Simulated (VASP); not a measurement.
Method: PBEsol GGA, VASP's PBE PAW potentials (set 64) (plane waves; VASP).

The input files of a VASP run:

INCAR:
```
# general
SYSTEM   =  Mo3Si
PREC     =  Accurate
ENCUT    =  500
LREAL    =  .FALSE.   # projection in real space or not
LASPH    =  .TRUE.

# electronic loop
EDIFF    =  1E-6   # SCF stop (eV)
NELM     =  100   # most electronic steps
ALGO     =  Normal   # blocked Davidson
LMAXMIX  =  4   # l cut-off of mixed one-centre charges

# smearing
ISMEAR   =  1   # Methfessel-Paxton
SIGMA    =  0.1   # width (eV)

# functional
GGA      =  PS

# ions
IBRION   =  2   # conjugate gradients
NSW      =  40   # most ionic steps
ISIF     =  3
EDIFFG   =  -0.02   # ionic stop
PSTRESS  =  100

# output
LWAVE    =  .FALSE.
LCHARG   =  .FALSE.
```

### POSCAR
```
Mo3Si
1.0
  4.8342846707   0.0000000000   0.0000000000
  0.0000000000   4.8342846707   0.0000000000
  0.0000000000   0.0000000000   4.8342846707
Si Mo
2 6
Cart
  2.4171423353   2.4171423353   2.4171423353
  0.0000000000   0.0000000000   0.0000000000
  1.2085711677   0.0000000000   2.4171423353
  2.4171423353   1.2085711677   0.0000000000
  2.4171423353   3.6257135030   0.0000000000
  3.6257135030   0.0000000000   2.4171423353
  0.0000000000   2.4171423353   3.6257135030
  0.0000000000   2.4171423353   1.2085711677
```

**KPOINTS**
```
Regular mesh
0
G
7 7 7
0 0 0
```

POTCAR, in this order: Si Mo_sv (PBE.64 set). Program: vasp_std.

The run wrote:

File OSZICAR:
```
       N       E                     dE             d eps       ncg     rms          rms(c)
DAV:   1     0.109915444363E+04    0.10992E+04   -0.54980E+04  2208   0.167E+03
DAV:   2    -0.389560448937E+02   -0.11381E+04   -0.11100E+04  2364   0.531E+02
DAV:   3    -0.884516661852E+02   -0.49496E+02   -0.47956E+02  2833   0.990E+01
DAV:   4    -0.895225146772E+02   -0.10708E+01   -0.10546E+01  2696   0.120E+01
DAV:   5    -0.895425921282E+02   -0.20077E-01   -0.20022E-01  2637   0.165E+00    0.496E+01
DAV:   6    -0.855151092735E+02    0.40275E+01   -0.14139E+01  2453   0.176E+01    0.144E+01
DAV:   7    -0.851637019965E+02    0.35141E+00   -0.10255E+00  2768   0.448E+00    0.373E+00
DAV:   8    -0.851057386392E+02    0.57963E-01   -0.13411E-01  2522   0.124E+00    0.562E-01
DAV:   9    -0.851046551891E+02    0.10835E-02   -0.68482E-03  2688   0.308E-01    0.292E-01
DAV:  10    -0.851044953405E+02    0.15985E-03   -0.69944E-04  2749   0.158E-01    0.129E-01
DAV:  11    -0.851045076429E+02   -0.12302E-04   -0.36241E-05  2776   0.320E-02    0.247E-02
DAV:  12    -0.851045040764E+02    0.35665E-05   -0.12084E-05  2542   0.196E-02    0.400E-03
DAV:  13    -0.851045038776E+02    0.19878E-06   -0.23432E-07  1552   0.227E-03
   1 F= -.78052930E+02 E0= -.78052492E+02  d E =-.780529E+02
       N       E                     dE             d eps       ncg     rms          rms(c)
DAV:   1    -0.888891160438E+02   -0.37846E+01   -0.12441E+02  2221   0.757E+01    0.329E+01
DAV:   2    -0.847007779472E+02    0.41883E+01   -0.12740E+01  2214   0.209E+01    0.393E+00
DAV:   3    -0.844444987270E+02    0.25628E+00   -0.14314E+00  2514   0.640E+00    0.475E+00
DAV:   4    -0.844466811552E+02   -0.21824E-02   -0.29893E-01  2450   0.164E+00    0.665E-01
DAV:   5    -0.844390190304E+02    0.76621E-02   -0.27291E-02  2468   0.882E-01    0.409E-01
DAV:   6    -0.844365898994E+02    0.24291E-02   -0.12032E-02  2498   0.347E-01    0.174E-01
DAV:   7    -0.844365976918E+02   -0.77924E-05   -0.17356E-03  2660   0.148E-01    0.427E-02
DAV:   8    -0.844365953990E+02    0.22928E-05   -0.29492E-05  2550   0.234E-02    0.204E-02
DAV:   9    -0.844365919882E+02    0.34108E-05   -0.50507E-06  2089   0.610E-03    0.742E-03
DAV:  10    -0.844365924662E+02   -0.47797E-06   -0.17599E-06  1705   0.508E-03
   2 F= -.77824847E+02 E0= -.77824347E+02  d E =0.228083E+00
       N       E                     dE             d eps       ncg     rms          rms(c)
DAV:   1    -0.875634532463E+02   -0.31269E+01   -0.71466E+01  2249   0.584E+01    0.193E+01
DAV:   2    -0.851319234465E+02    0.24315E+01   -0.82088E+00  2242   0.160E+01    0.343E+00
DAV:   3    -0.850213302731E+02    0.11059E+00   -0.78795E-01  2559   0.468E+00    0.213E+00
DAV:   4    -0.850197954105E+02    0.15349E-02   -0.94967E-02  2367   0.931E-01    0.534E-01
DAV:   5    -0.850198030108E+02   -0.76003E-05   -0.19336E-02  2412   0.774E-01    0.578E-01
DAV:   6    -0.850205394721E+02   -0.73646E-03   -0.12883E-03  2640   0.164E-01    0.771E-02
DAV:   7    -0.850205258242E+02    0.13648E-04   -0.11627E-04  2574   0.433E-02    0.132E-02
DAV:   8    -0.850205270314E+02   -0.12072E-05   -0.46474E-06  2201   0.830E-03    0.334E-03
DAV:   9    -0.850205271863E+02   -0.15488E-06   -0.43638E-07  1481   0.331E-03
   3 F= -.78082229E+02 E0= -.78081644E+02  d E =-.292995E-01
```

OUTCAR:
```
------------------------ aborting loop because EDIFF is reached ----------------------------------------
  FORCE on cell =-STRESS in cart. coord.  units (eV):
  Direction    XX          YY          ZZ          XY          YZ          ZX
  --------------------------------------------------------------------------------------
  Total        6.8618806      6.8618806      6.8618806      0.0000000      0.0000000      0.0000000
  in kB       98.8986147     98.8986147     98.8986147      0.0000000      0.0000000      0.0000000
  external PRESSURE =      -1.1013853 kB  Pullay stress =     100.0000000 kB
  volume of cell :      111.16
      direct lattice vectors                 reciprocal lattice vectors
     4.808258887 -0.000000000 -0.000000000     0.207975490 -0.000000000  0.000000000
     0.000000000  4.808258887  0.000000000     0.000000000  0.207975490  0.000000000
    -0.000000000 -0.000000000  4.808258887     0.000000000 -0.000000000  0.207975490
 POSITION                                       TOTAL-FORCE (eV/Angst)
 -----------------------------------------------------------------------------------
      2.40413      2.40413      2.40413         0.000000      0.000000      0.000000
      0.00000      0.00000      0.00000         0.000000      0.000000      0.000000
      1.20206     -0.00000      2.40413        -0.000000      0.000000      0.000000
      2.40413      1.20206     -0.00000        -0.000000      0.000000     -0.000000
      2.40413      3.60619     -0.00000         0.000000     -0.000000      0.000000
      3.60619     -0.00000      2.40413         0.000000     -0.000000     -0.000000
     -0.00000      2.40413      3.60619        -0.000000      0.000000      0.000000
      0.00000      2.40413      1.20206         0.000000     -0.000000     -0.000000
 -----------------------------------------------------------------------------------
    total drift:                                0.000000      0.000000     -0.000000
  FREE ENERGIE OF THE ION-ELECTRON SYSTEM (eV)
  ---------------------------------------------------
  free  energy   TOTEN  =       -85.0205271863 eV

  energy  without entropy=      -85.0187704061  energy(sigma->0) =      -85.01994159
  enthalpy is  TOTEN    =       -78.0822292219 eV   P V=        6.9382979644

 reached required accuracy - stopping structural energy minimisation
```
(Selected blocks of OUTCAR.)

**CONTCAR**
```
Mo3Si
   1.00000000000000
     4.8082588873995364   -0.0000000000000000   -0.0000000000000000
     0.0000000000000000    4.8082588873995364    0.0000000000000000
    -0.0000000000000000   -0.0000000000000000    4.8082588873995364
  Si              Mo
     2     6
Direct
     0.5000000000000000    0.5000000000000000    0.5000000000000000
     0.0000000000000000    0.0000000000000000    0.0000000000000000
     0.2500000000000000    0.0000000000000000    0.5000000000000000
     0.5000000000000000    0.2500000000000000    0.0000000000000000
     0.5000000000000000    0.7500000000000000    0.0000000000000000
     0.7500000000000000    0.0000000000000000    0.5000000000000000
     0.0000000000000000    0.5000000000000000    0.7500000000000000
     0.0000000000000000    0.5000000000000000    0.2500000000000000
```

**OUTCAR**
```
 val. band max:       13.4358751980   @ k =   0.4286   0.2857   0.1429

 cond. band min:      13.4871096283   @ k =   0.2857   0.0000   0.0000


 Fermi energy:        13.4458217491

 k-point     1 :       0.0000    0.0000    0.0000
  band No.  band energies     occupation
      1     -47.7504      2.00000
      2     -47.6057      2.00000
      3     -47.6057      2.00000
      4     -47.2120      2.00000
      5     -47.2120      2.00000
      6     -47.2120      2.00000
      7     -23.1987      2.00000
      8     -23.1987      2.00000
      9     -22.9601      2.00000
     10     -22.0618      2.00000
     11     -22.0618      2.00000
     12     -22.0618      2.00000
     13     -21.4735      2.00000
     14     -21.4735      2.00000
     15     -21.4735      2.00000
     16     -21.4340      2.00000
     17     -21.4340      2.00000
     18     -21.4340      2.00000
     19     -21.2854      2.00000
     20     -21.2854      2.00000
     21     -21.2854      2.00000
     22     -20.4420      2.00000
     23     -20.4420      2.00000
     24     -20.4420      2.00000
     25       2.6466      2.00000
     26       4.2922      2.00000
     27       7.7378      2.00000
     28       7.7378      2.00000
     29       7.7378      2.00000
     30       8.2363      2.00000
     31       8.2363      2.00000
     32       8.2363      2.00000
     33       8.5851      2.00000
     34       8.5851      2.00000
     35       9.0420      2.00000
     36      10.2250      2.00000
     37      10.3736      2.00000
     38      10.3736      2.00000
     39      10.3736      2.00000
     40      11.1243      2.00000
     41      11.1243      2.00000
     42      11.1243      2.00000
     43      11.7805      2.00000
     44      11.7805      2.00000
     45      14.7879     -0.00000
     46      14.7879     -0.00000
     47      14.7879     -0.00000
     48      15.7743      0.00000
     49      16.0108      0.00000
     50      16.0108      0.00000
     51      16.2673      0.00000
...
```

The compound is Mo3Si in the A15 structure. This run relaxes it under an external pressure of 10 GPa. Symmetry was kept, so distortions that lower it aren't found.
